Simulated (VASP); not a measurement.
Data:

```yaml
crystal:
  lattice:
    - [0.00000, 2.43788, 2.43788]
    - [2.43788, 0.00000, 2.43788]
    - [2.43788, 2.43788, 0.00000]
  atoms:
    - { symbol: Be, position: [0.00000, 0.00000, 0.00000] }
    - { symbol: S, position: [0.25000, 0.25000, 0.25000] }
```

Level of theory: optB88-vdW, VASP's PBE PAW potentials (set 64) (plane waves; VASP). Numerical set-up: 520 eV cut-off, Gaussian smearing of 0.050 eV, potentials Be S.

What does the run give for the band gap (along the path) with the smallest direct gap where there is one?

The band gap (along the path) is 3.27 eV and the smallest direct gap (along the path) comes out as 5.72 eV.

The compound is BeS in the zinc blende structure. It was relaxed first.
